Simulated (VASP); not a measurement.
Computed with r2SCAN meta-GGA, VASP's PBE PAW potentials (set 64) (plane waves; VASP).

VASP ran on this input.

INCAR:
```
! general
SYSTEM =Al
PREC   =Normal
ENCUT  =400
LREAL  =.FALSE.
LASPH  =.TRUE.

! electronic loop
EDIFF  =1E-5
NELM   =100
NELMIN =4
ALGO   =Normal
LMIXTAU=.TRUE.

! smearing
ISMEAR =1
SIGMA  =0.1

! functional
METAGGA=R2SCAN

! ions
IBRION =2
NSW    =20
ISIF   =2
EDIFFG =-0.03

! output
LWAVE  =.FALSE.
LCHARG =.FALSE.
```

### POSCAR
```
Al
1.0
  0.0000000000   1.9911737627   1.9911737627
  1.9911737627   0.0000000000   1.9911737627
  1.9911737627   1.9911737627   0.0000000000
Al
1
Direct
  0.0000000000   0.0000000000   0.0000000000
```

### KPOINTS
```
Automatic mesh
0
Gamma
18 18 18
0 0 0
```

POTCAR, in this order: Al (PBE.64 set). Program: vasp_std.

Task: Estimate the energy per atom (σ→0), band gap (on the k-mesh).

Result: 
| Property | Value |
|---|---|
| energy per atom (σ→0) | -6.735 eV/atom |
| band gap (on the k-mesh) | none (metal, semimetal or under 0.01 eV) |

OSZICAR:
```
...
DAV:   9    -0.673515262875E+01   -0.50395E-01   -0.42810E-02  2010   0.118E+00    0.120E-01
DAV:  10    -0.673630394707E+01   -0.11513E-02   -0.96046E-04  2840   0.265E-01    0.183E-01
DAV:  11    -0.673773356160E+01   -0.14296E-02   -0.22866E-04  2475   0.121E-01    0.147E-01
DAV:  12    -0.673554008190E+01    0.21935E-02   -0.39262E-04  2285   0.143E-01    0.596E-02
DAV:  13    -0.673551343883E+01    0.26643E-04   -0.94440E-05  2585   0.871E-02    0.599E-02
DAV:  14    -0.673554133431E+01   -0.27895E-04   -0.83340E-06  1995   0.342E-02    0.755E-02
DAV:  15    -0.673553864508E+01    0.26892E-05   -0.92941E-06  1305   0.287E-02
   1 F= -.67355386E+01 E0= -.67354422E+01  d E =-.673554E+01
```

The compound is Al in the fcc structure. It was relaxed first.
